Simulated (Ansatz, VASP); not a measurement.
# MoS2: VASP beside Ansatz, part 2 of 2

Wanted: the spread between two codes on one cell, functional and k mesh.

VASP 6.6.1 and Ansatz 0.2.0.

So far: The starting structure; Ansatz: relaxation of cell and atoms, r2SCAN with rVV10.

The database entry behind the starting cell differs from later determinations by our own check (about 0.3 % long), so it need not match the best structure at ambient conditions.

### Step 3. VASP: relaxation of cell and atoms, r2SCAN with rVV10

Level of this step: r2SCAN with rVV10, no spin polarisation; plane waves and PAW (Mo_sv, S) (VASP).

The same cell, functional, mesh and smearing now go to VASP, with its own data sets and cutoff.

Lines of VASP's logs that name or quote its potential files are left out, and so is its time.

The input, INCAR:

```
SYSTEM = MoS2
PREC = Accurate
ENCUT = 520
EDIFF = 1E-06
NELM = 100
ISMEAR = -1
SIGMA = 0.05
LREAL = .FALSE.
ALGO = Normal
METAGGA = R2SCAN
LUSE_VDW = .TRUE.
IVDW_NL = 2
BPARAM = 11.95
CPARAM = 0.0093
LASPH = .TRUE.
NBANDS = 32
LORBIT = 11
LWAVE = .FALSE.
LCHARG = .FALSE.
KPAR = 4
IBRION = 2
NSW = 60
ISIF = 3
EDIFFG = -0.01
```

The input, POSCAR:

```
MoS2
1.0
    3.1690000000      0.0000000000      0.0000000000
   -1.5845000000      2.7444345046      0.0000000000
    0.0000000000      0.0000000000     12.3240000000
Mo S
2 4
Direct
    0.3333333333      0.6666666667      0.2500000000
    0.6666666667      0.3333333333      0.7500000000
    0.3333333333      0.6666666667      0.6230000000
    0.6666666667      0.3333333333      0.1230000000
    0.3333333333      0.6666666667      0.8770000000
    0.6666666667      0.3333333333      0.3770000000
```

The input, KPOINTS:

```
Automatic mesh
0
Gamma
10 10 3
0 0 0
```

PAW data sets: Mo_sv and S (PBE family, release 64).

Run with:

```sh
mpirun -np 4 vasp_std
```

Numbers of over 12 decimals in the logs are rounded to 6 here.

What it wrote:

```text
[banner, memory and clock lines left out]
running    4 mpi-ranks, on    1 nodes
 distrk:  each k-point on    1 cores,    4 groups
 distr:  one band on    1 cores,    1 groups

 POSCAR found type information on POSCAR MoS
 POSCAR found :  2 types and       6 ions
|                                                                             |
|               ----> ADVICE to this user running VASP <----                  |
|                                                                             |
|     You have switched on vdW-DFT.                                           |
|     This routine was written and supplied by Jiri Klimes. We recommend      |
|     that you carefully read and cite the following publications:            |
|       J. Klimes, D.R. Bowler, A. Michelides                                 |
|          J. Phys.: Cond Matt. 22 022201 (2010)                              |
|       J. Klimes, D.R. Bowler, A. Michelides                                 |
|          Phys. Rev. B. 83, 195131 (2011)                                    |
|     and references therein.                                                 |
|                                                                             |

|                                                                             |
|               ----> ADVICE to this user running VASP <----                  |
|                                                                             |
|     You enforced a specific xc type in the INCAR file but a different       |
|     [... a line on the potential file left out ...]
|     I HOPE YOU KNOW WHAT YOU ARE DOING!                                     |
|                                                                             |

 LDA part: xc-table for (None), standard interpolation
 POSCAR, INCAR and KPOINTS ok, starting setup
 FFT: planning ... GRIDC
 FFT: planning ... GRID_SOFT
 FFT: planning ... GRID
 WAVECAR not read
 entering main loop
       N       E                     dE             d eps       ncg     rms          rms(c)
Total rVV10 correction in eV:      0.9239728    53.8668649
Total rVV10 correction in eV:      0.9239728    53.8668649
Total rVV10 correction in eV:      0.9239728    53.8668649
Total rVV10 correction in eV:      0.9239728    53.8668649
DAV:   1     0.389617351273E+03    0.38962E+03   -0.30174E+04  2000   0.158E+03
DAV:   2    -0.840593491022E+02   -0.47368E+03   -0.46251E+03  2176   0.399E+02
DAV:   3    -0.107995220510E+03   -0.23936E+02   -0.23769E+02  2328   0.799E+01
DAV:   4    -0.108450581758E+03   -0.45536E+00   -0.45433E+00  2144   0.111E+01
DAV:   5    -0.108462953531E+03   -0.12372E-01   -0.12365E-01  2320   0.173E+00    0.383E+01
Total rVV10 correction in eV:      0.9202643    53.8668646
Total rVV10 correction in eV:      0.9202643    53.8668646
Total rVV10 correction in eV:      0.9202643    53.8668646
Total rVV10 correction in eV:      0.9202643    53.8668646
DAV:   6    -0.894587914199E+02    0.19004E+02   -0.22389E+01  2064   0.324E+01    0.133E+01
Total rVV10 correction in eV:      0.9230958    53.8668645
Total rVV10 correction in eV:      0.9230958    53.8668645
Total rVV10 correction in eV:      0.9230958    53.8668645
Total rVV10 correction in eV:      0.9230958    53.8668645
DAV:   7    -0.891845453265E+02    0.27425E+00   -0.44599E+00  1960   0.120E+01    0.667E+00
Total rVV10 correction in eV:      0.9314386    53.8668645
Total rVV10 correction in eV:      0.9314386    53.8668645
Total rVV10 correction in eV:      0.9314386    53.8668645
Total rVV10 correction in eV:      0.9314386    53.8668645
DAV:   8    -0.891002405600E+02    0.84305E-01   -0.93905E-01  2240   0.574E+00    0.358E+00
Total rVV10 correction in eV:      0.9384592    53.8668645
Total rVV10 correction in eV:      0.9384592    53.8668645
Total rVV10 correction in eV:      0.9384592    53.8668645
Total rVV10 correction in eV:      0.9384592    53.8668645
DAV:   9    -0.891023515381E+02   -0.21110E-02   -0.88951E-02  2200   0.180E+00    0.851E-01
Total rVV10 correction in eV:      0.9390775    53.8668645
Total rVV10 correction in eV:      0.9390775    53.8668645
Total rVV10 correction in eV:      0.9390775    53.8668645
Total rVV10 correction in eV:      0.9390775    53.8668645
DAV:  10    -0.890988521359E+02    0.34994E-02   -0.32580E-02  2232   0.101E+00    0.431E-01
Total rVV10 correction in eV:      0.9402644    53.8668645
Total rVV10 correction in eV:      0.9402644    53.8668645
Total rVV10 correction in eV:      0.9402644    53.8668645
Total rVV10 correction in eV:      0.9402644    53.8668645
DAV:  11    -0.890989439075E+02   -0.91772E-04   -0.16287E-03  2296   0.224E-01    0.293E-01
Total rVV10 correction in eV:      0.9406492    53.8668645
[...]
curvature:  -0.87 expect dE=-0.246E-03 dE for cont linesearch -0.417E-04
 ZBRENT: bracketing found
 ZBRENT: interpolating
 opt :   6.4579  next Energy=   -89.103806 (dE=-0.188E-02)
 bond charge predicted
       N       E                     dE             d eps       ncg     rms          rms(c)
Total rVV10 correction in eV:      0.9573789    53.8668649
Total rVV10 correction in eV:      0.9573789    53.8668649
Total rVV10 correction in eV:      0.9573789    53.8668649
Total rVV10 correction in eV:      0.9573789    53.8668649
[...]
9 F= -.89103825E+02 E0= -.89103825E+02  d E =-.190304E-02
 curvature:  -4.36 expect dE=-0.518E-03 dE for cont linesearch -0.304E-05
 trial: gam= 0.26936 g(F)=  0.406E-04 g(S)=  0.782E-04 ort =-0.234E-04 (trialstep = 0.198E+01)
 search vector abs. value=  0.163E-03
 bond charge predicted
       N       E                     dE             d eps       ncg     rms          rms(c)
Total rVV10 correction in eV:      0.9558641    53.8668647
Total rVV10 correction in eV:      0.9558641    53.8668647
Total rVV10 correction in eV:      0.9558641    53.8668647
Total rVV10 correction in eV:      0.9558641    53.8668647
DAV:   1    -0.891037769046E+02    0.48714E-04   -0.43420E-02  1792   0.131E+00    0.365E-01
Total rVV10 correction in eV:      0.9556067    53.8668647
Total rVV10 correction in eV:      0.9556067    53.8668647
Total rVV10 correction in eV:      0.9556067    53.8668647
Total rVV10 correction in eV:      0.9556067    53.8668647
DAV:   2    -0.891035888044E+02    0.18810E-03   -0.48657E-03  2056   0.407E-01    0.128E-01
Total rVV10 correction in eV:      0.9553239    53.8668647
Total rVV10 correction in eV:      0.9553239    53.8668647
Total rVV10 correction in eV:      0.9553239    53.8668647
Total rVV10 correction in eV:      0.9553239    53.8668647
DAV:   3    -0.891034876064E+02    0.10120E-03   -0.96609E-04  2000   0.158E-01    0.855E-02
Total rVV10 correction in eV:      0.9552042    53.8668647
Total rVV10 correction in eV:      0.9552042    53.8668647
Total rVV10 correction in eV:      0.9552042    53.8668647
Total rVV10 correction in eV:      0.9552042    53.8668647
DAV:   4    -0.891034589388E+02    0.28668E-04   -0.11539E-04  2120   0.690E-02    0.308E-02
Total rVV10 correction in eV:      0.9551200    53.8668647
Total rVV10 correction in eV:      0.9551200    53.8668647
Total rVV10 correction in eV:      0.9551200    53.8668647
Total rVV10 correction in eV:      0.9551200    53.8668647
DAV:   5    -0.891034598036E+02   -0.86474E-06   -0.31083E-05  2200   0.337E-02    0.127E-02
Total rVV10 correction in eV:      0.9551172    53.8668647
Total rVV10 correction in eV:      0.9551172    53.8668647
Total rVV10 correction in eV:      0.9551172    53.8668647
Total rVV10 correction in eV:      0.9551172    53.8668647
DAV:   6    -0.891034608832E+02   -0.10796E-05   -0.18778E-06  1512   0.976E-03    0.827E-03
Total rVV10 correction in eV:      0.9550855    53.8668647
Total rVV10 correction in eV:      0.9550855    53.8668647
Total rVV10 correction in eV:      0.9550855    53.8668647
Total rVV10 correction in eV:      0.9550855    53.8668647
DAV:   7    -0.891034627483E+02   -0.18652E-05   -0.72843E-07  1144   0.464E-03    0.151E-03
Total rVV10 correction in eV:      0.9550779    53.8668647
Total rVV10 correction in eV:      0.9550779    53.8668647
Total rVV10 correction in eV:      0.9550779    53.8668647
Total rVV10 correction in eV:      0.9550779    53.8668647
DAV:   8    -0.891034630586E+02   -0.31022E-06   -0.10223E-07  1008   0.190E-03
Total rVV10 correction in eV:      0.9550752    53.8668647
Total rVV10 correction in eV:      0.9550752    53.8668647
Total rVV10 correction in eV:      0.9550752    53.8668647
Total rVV10 correction in eV:      0.9550752    53.8668647
Total rVV10 correction in eV:      0.9550755    53.8668647
Total rVV10 correction in eV:      0.9550755    53.8668647
Total rVV10 correction in eV:      0.9550755    53.8668647
Total rVV10 correction in eV:      0.9550755    53.8668647
  10 F= -.89103463E+02 E0= -.89103463E+02  d E =0.362194E-03
 trial-energy change:    0.000362  1 .order    0.000375   -0.000223    0.000974
 step:   0.3894(harm=  0.3686)  dis= 0.00052  next Energy=   -89.103847 (dE=-0.220E-04)
 bond charge predicted
       N       E                     dE             d eps       ncg     rms          rms(c)
Total rVV10 correction in eV:      0.9544080    53.8668647
Total rVV10 correction in eV:      0.9544080    53.8668647
Total rVV10 correction in eV:      0.9544080    53.8668647
Total rVV10 correction in eV:      0.9544080    53.8668647
DAV:   1    -0.891040670257E+02   -0.60428E-03   -0.27981E-02  1792   0.106E+00    0.291E-01
Total rVV10 correction in eV:      0.9546123    53.8668647
Total rVV10 correction in eV:      0.9546123    53.8668647
Total rVV10 correction in eV:      0.9546123    53.8668647
Total rVV10 correction in eV:      0.9546123    53.8668647
DAV:   2    -0.891039439255E+02    0.12310E-03   -0.31767E-03  2056   0.328E-01    0.107E-01
Total rVV10 correction in eV:      0.9548364    53.8668647
Total rVV10 correction in eV:      0.9548364    53.8668647
Total rVV10 correction in eV:      0.9548364    53.8668647
Total rVV10 correction in eV:      0.9548364    53.8668647
DAV:   3    -0.891038739738E+02    0.69952E-04   -0.63595E-04  1992   0.128E-01    0.685E-02
Total rVV10 correction in eV:      0.9549360    53.8668647
Total rVV10 correction in eV:      0.9549360    53.8668647
Total rVV10 correction in eV:      0.9549360    53.8668647
Total rVV10 correction in eV:      0.9549360    53.8668647
DAV:   4    -0.891038548794E+02    0.19094E-04   -0.76215E-05  2136   0.561E-02    0.240E-02
Total rVV10 correction in eV:      0.9550017    53.8668647
Total rVV10 correction in eV:      0.9550017    53.8668647
Total rVV10 correction in eV:      0.9550017    53.8668647
Total rVV10 correction in eV:      0.9550017    53.8668647
DAV:   5    -0.891038508019E+02    0.40775E-05   -0.19147E-05  2192   0.264E-02    0.101E-02
Total rVV10 correction in eV:      0.9550033    53.8668647
Total rVV10 correction in eV:      0.9550033    53.8668647
Total rVV10 correction in eV:      0.9550033    53.8668647
Total rVV10 correction in eV:      0.9550033    53.8668647
DAV:   6    -0.891038498281E+02    0.97380E-06   -0.11000E-06  1328   0.765E-03
Total rVV10 correction in eV:      0.9550463    53.8668647
Total rVV10 correction in eV:      0.9550463    53.8668647
Total rVV10 correction in eV:      0.9550463    53.8668647
Total rVV10 correction in eV:      0.9550463    53.8668647
Total rVV10 correction in eV:      0.9550291    53.8668647
Total rVV10 correction in eV:      0.9550291    53.8668647
Total rVV10 correction in eV:      0.9550291    53.8668647
Total rVV10 correction in eV:      0.9550291    53.8668647
  11 F= -.89103850E+02 E0= -.89103849E+02  d E =-.245759E-04
 curvature:  -0.27 expect dE=-0.535E-05 dE for cont linesearch -0.243E-06
 trial: gam= 0.27577 g(F)=  0.824E-07 g(S)=  0.199E-04 ort =-0.122E-04 (trialstep = 0.166E+01)
 search vector abs. value=  0.257E-04
 reached required accuracy - stopping structural energy minimisation
```

From OUTCAR (step 3):

```text
ion  position               nearest neighbor table
   1  0.333  0.667  0.250-   4 2.41   6 2.41   4 2.41   6 2.41   4 2.41   6 2.41
   2  0.667  0.333  0.750-   3 2.41   5 2.41   3 2.41   5 2.41   3 2.41   5 2.41
   3  0.333  0.667  0.623-   2 2.41   2 2.41   2 2.41
   4  0.667  0.333  0.123-   1 2.41   1 2.41   1 2.41
   5  0.333  0.667  0.877-   2 2.41   2 2.41   2 2.41
   6  0.667  0.333  0.377-   1 2.41   1 2.41   1 2.41

  LATTYP: Found a hexagonal cell.
 ALAT       =     3.1690000000
 C/A-ratio  =     3.8889239508

 Subroutine GETGRP returns: Found 24 space group operations
 (whereof 12 operations were pure point group operations)

The static configuration has the point symmetry D_3d.
 The point group associated with its full space group is D_6h.

 Found     28 irreducible k-points:

   k-points           NKPTS =     28   k-points in BZ     NKDIM =     28   number of bands    NBANDS=     32

   dimension x,y,z NGX =    24 NGY =   24 NGZ =   96
   dimension x,y,z NGXF=    48 NGYF=   48 NGZF=  192

   ENCUT  =  520.0 eV  38.22 Ry    6.18 a.u.   5.89  5.89 22.91*2*pi/ulx,y,z

   NELECT =      52.0000    total number of electrons

 k-points in reciprocal lattice and weights: Automatic mesh
   0.00000000  0.00000000  0.00000000       0.003
   0.10000000 -0.00000000  0.00000000       0.020
   0.20000000 -0.00000000  0.00000000       0.020
   0.30000000  0.00000000  0.00000000       0.020
   0.40000000 -0.00000000  0.00000000       0.020
   0.50000000  0.00000000  0.00000000       0.010
   0.10000000  0.10000000  0.00000000       0.020
   0.20000000  0.10000000  0.00000000       0.040
   0.30000000  0.10000000  0.00000000       0.040
[...]
0.40000000  0.20000000  0.33333333       0.040
   0.30000000  0.30000000  0.33333333       0.040

 average (electrostatic) potential at core
       1 -80.2218       2 -80.2218       3 -87.6621       4 -87.6621       5 -87.6621
       6 -87.6621

 E-fermi :   7.7049

 k-point     1 :       0.0000    0.0000    0.0000
  band No.  band energies     occupation
    ...
     22       4.9120      2.00000
     23       4.9120      2.00000
     24       5.8648      2.00000
     25       6.0986      2.00000
     26       7.2256      1.99986
     27       9.4670      0.00000
     28       9.4670      0.00000
     29       9.4911      0.00000
     30       9.4911      0.00000
     31       9.6497      0.00000
    ...

 k-point     2 :       0.1000   -0.0000    0.0000
  band No.  band energies     occupation
    ...
     22       4.6759      2.00000
     23       5.0421      2.00000
     24       6.0480      2.00000
     25       6.0990      2.00000
     26       6.9334      2.00000
     27       9.3239      0.00000
     28       9.3413      0.00000
     29       9.3981      0.00000
     30       9.4650      0.00000
     31       9.5192      0.00000
    ...

 k-point     3 :       0.2000   -0.0000    0.0000
  band No.  band energies     occupation
    ...
     22       4.3406      2.00000
     23       4.9735      2.00000
     24       5.7852      2.00000
     25       5.9426      2.00000
     26       6.1708      2.00000
     27       8.6846      0.00000
     28       9.0995      0.00000
     29       9.3020      0.00000
     30       9.3253      0.00000
     31       9.3906      0.00000
    ...

  Total        0.0345294      0.0345294      0.0096940      0.0000000      0.0000000      0.0000000
  in kB        0.5101144      0.5101144      0.1432130      0.0000000      0.0000000      0.0000000
  external PRESSURE =       0.3878140 kB  Pullay stress =       0.0000000 kB

  energy-cutoff  :      520.00
  volume of cell :      108.45
      direct lattice vectors                 reciprocal lattice vectors
     3.174427998  0.000000000 -0.000000000     0.315017383  0.181875371  0.000000000
    -1.587213999  2.749135289  0.000000000    -0.000000000  0.363750742 -0.000000000
    -0.000000000  0.000000000 12.427124785     0.000000000 -0.000000000  0.080469136

 POSITION                                       TOTAL-FORCE (eV/Angst)
 -----------------------------------------------------------------------------------
     -0.00000      1.83276      3.10678        -0.000000     -0.000000      0.000000
      1.58721      0.91638      9.32034         0.000000      0.000000      0.000000
     -0.00000      1.83276      7.76434         0.000000     -0.000000     -0.000654
      1.58721      0.91638      1.55078         0.000000     -0.000000     -0.000654
     -0.00000      1.83276     10.87635        -0.000000      0.000000      0.000654
      1.58721      0.91638      4.66279        -0.000000      0.000000      0.000654
 -----------------------------------------------------------------------------------
    total drift:                               -0.000000      0.000000     -0.000000

  FREE ENERGIE OF THE ION-ELECTRON SYSTEM (eV)
  ---------------------------------------------------
  free  energy   TOTEN  =       -89.1038498281 eV

  energy  without entropy=      -89.1038491474  energy(sigma->0) =      -89.10384949

 reached required accuracy - stopping structural energy minimisation

 total charge
# of ion       s       p       d       tot
------------------------------------------
    1        2.285   6.222   3.910  12.416
    2        2.285   6.222   3.910  12.416
    3        1.355   2.362   0.000   3.717
    4        1.355   2.362   0.000   3.717
    5        1.355   2.362   0.000   3.717
    6        1.355   2.362   0.000   3.717
--------------------------------------------------
tot          9.989  21.893   7.819  39.702

[... 3 further parts left out ...]
```

This run has no spin polarisation, so a moment on Mo, if there is one, isn't seen.

### Step 4. Differences

Known differences besides the potentials themselves: VASP keeps PBE cores, Ansatz makes them for the functional; both relaxations stop at a tolerance, which leaves soft axes loose, and VASP keeps its plane-wave basis; the cutoff is 500 eV in Ansatz and 520 eV in VASP; Ansatz adds a Pulay correction to the stress that steers its cell, VASP none. Total energies have different zeros and are not compared.

Compared:

```
                                         quantity  Ansatz    VASP  difference
                                      volume (Å³)  108.43  108.45     -0.02 %
edge a after relaxation, in the typed setting (Å)   3.173   3.174     -0.04 %
edge c after relaxation, in the typed setting (Å)  12.435  12.427     +0.07 %
```

The walks stopped with 0.00 GPa left in Ansatz and 0.04 GPa in VASP; each walk ends within a tolerance, so the volume difference is uncertain by about these residues over the bulk modulus, most in soft cells.

### Step 5. Summary of results

```
difference in edge c after relaxation, in the typed setting (relaxation of cell and atoms, r2SCAN with rVV10) : 0.068 %
```

**Reading.** The difference in edge c after relaxation, in the typed setting is 0.068 % (relaxation of cell and atoms, r2SCAN with rVV10), within the 1.2 % picked in this series as the mark of a large difference, as far as the stopping tolerances let one tell. Such differences can come from data sets, numerical settings and the points named under the comparisons, not from the functional's error against experiment.

[Lines on the potential files, build, host, timing and source positions are cut from VASP's logs without a mark.]

[Logs are printed without paths, hosts, clocks, repeated set-up lines and the standing remarks that a program may print on its own settings, such as how far it seeks lower states.]

[Hosts, paths, dates, database ids (printed as entryN), source tags and the programs' standing remarks are cut or masked in the printed files.]
